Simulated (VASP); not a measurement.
Here is the system:

```xyz
3
Lattice="0.0000 3.1192 3.1192 3.1192 0.0000 3.1192 3.1192 3.1192 0.0000" Properties=species:S:1:pos:R:3 pbc="T T T"
Na     1.5596     1.5596     1.5596
Na     4.6788     4.6788     4.6788
S      0.0000     0.0000     0.0000
```

These are PBEsol GGA, VASP's PBE PAW potentials (set 64) (plane waves; VASP 6.6.1) values and carry that method's errors. Run with 500 eV cut-off, 6×6×6 Γ-centred mesh, Gaussian smearing of 0.050 eV, potentials Na_pv S.

Question: Estimate the energy per atom (σ→0), pressure, band gap (on the k-mesh) with the smallest direct gap where there is one.

Answer: 
The band gap (on the k-mesh) is 2.85 eV, the smallest direct gap (on the k-mesh) is 2.85 eV and the energy per atom (σ→0) is -3.421 eV/atom. The pressure is 4.88 GPa.

The compound is Na2S in the antifluorite structure. It was relaxed first under an external pressure of 5 GPa.
